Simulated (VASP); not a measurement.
HfN (rock salt) relaxed at rising pressure, in one space group throughout; other phases were not tried. The pressures are those reached. Computed with PBE GGA, VASP's PBE PAW potentials (set 64) (plane waves; VASP).

| P (GPa) | V (Å³/atom) | k-mesh |
|---|---|---|
| -0.09 | 11.653 | 14×14×14 |
| 4.95 | 11.446 | 14×14×14 |
| 9.95 | 11.259 | 14×14×14 |
| 19.72 | 10.934 | 14×14×14 |
| 29.97 | 10.638 | 14×14×14 |

Fit an equation of state and predict the volume at 44.93 GPa.

Least squares on the third-order Birch-Murnaghan form, P = (3B0/2)(y⁷ − y⁵)[1 + (3/4)(B′ − 4)(y² − 1)] with y = (V0/V)^(1/3), gives V0 = 11.649 Å³/atom, B0 = 272 GPa and B′ = 4.3, and so 10.269 Å³/atom. The run gave 10.268 Å³/atom, -0.0 % from the fit.

Pressures at which the relaxation failed are left out.

The compound is HfN in the rock salt structure. The electron count is odd and the run is not spin-polarised, which forces a metal.
